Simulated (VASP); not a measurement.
Wanted: the native input for a VASP 6.6.1 run.

```
Task                   : single point
Functional             : PBE
Potentials or basis    : VASP PAW PBE potentials, release 64 (O, H, Zn, Cl)
Cutoff                 : 520 eV
k mesh                 : 1 × 1 × 1
Occupations            : fermi-dirac, width 0.02 eV
Spin                   : no spin polarisation
Dipole correction      : no
Further INCAR settings : LREAL = Auto; ALGO = Normal; EDIFF = 1e-06; NBANDS = 64
```

The structure of ZnH16Cl2O8 lies in POSCAR:

```
ZnH16Cl2O8
1.0
    6.9561890000      0.0000000000      0.0000000000
    0.0000000000      6.9561890000      0.0000000000
    0.0000000000      0.0000000000      6.9561890000
O H Zn Cl
8 16 1 2
Direct
    0.0633680310      0.8914795156     -0.0216210342
    0.4727301113      0.9945100687      0.5367019211
    0.2709242086      0.6759592070      0.5504882055
    0.9903554949      0.2708667059      0.0246255529
    0.7756258492      0.5342580542      1.0385284241
    0.2076999345      0.2917402043      0.4934742285
    0.0865416394      0.5839691820      0.2812028253
    0.5456579745      0.3460515521      0.3197440438
    0.1879333641      0.8673283604     -0.1037349618
    0.0054052585      1.0055937238     -0.0846009216
    0.6086522376      0.9956601237      0.5414602737
    0.4278348389      1.1079054925      0.6116136292
    0.3544325780      0.7716006566      0.5053916735
    0.3562151632      0.5924077106      0.6269381122
    0.9282525245      0.1582188178      0.1610364526
    0.8780813747      0.3057564997     -0.0506455474
    0.7331600680      0.5736330626      1.1643300664
    0.6468915666      0.5163603232      0.9587433579
    0.1912397722      0.3944257409      0.5821147183
    0.1246228359      0.1865245467      0.5358681312
   -0.0019263421      0.6957832802      0.3248330372
    0.1965731523      0.5985317535      0.4051643795
    0.6421044627      0.2430928774      0.3141519013
    0.4556661701      0.2760707048      0.4015704576
    0.0609241641      0.5628512969      0.9990959130
    0.3655737358      0.4328519539      0.9307107671
    0.9057689491     -0.0171214439      0.4180593713
```

The cell was built by a generator and needn't be a form met in nature.

One way to write it, as run:

INCAR

```
SYSTEM = ZnH16Cl2O8
ALGO = Normal
EDIFF = 1E-6
ENCUT = 520
GGA = PE
ISIF = 2
ISMEAR = -1
LASPH = .TRUE.
LCHARG = .FALSE.
LREAL = Auto
LWAVE = .FALSE.
NBANDS = 64
NELM = 60
PREC = Accurate
SIGMA = 0.02
```

KPOINTS

```
k-points
0
G
  1 1 1
  0 0 0
```

Potentials or basis: VASP PAW PBE potentials, release 64 (O, H, Zn, Cl).

Launch:

```console
$ cat potpaw_PBE.64/O/POTCAR potpaw_PBE.64/H/POTCAR potpaw_PBE.64/Zn/POTCAR potpaw_PBE.64/Cl/POTCAR > POTCAR
$ mpirun -np 1 vasp_gam > vasp.out
```

It gave:

```json
{
  "Pressure": "1.0 GPa",
  "Largest force": "4.409 eV/Å",
  "Band gap on the k mesh": "2.95 eV, direct"
}
```

It took 47 s on 1 thread of Intel(R) Xeon(R) Platinum 8488C (Sapphire Rapids) (shared host), peak memory 0.37 GiB.
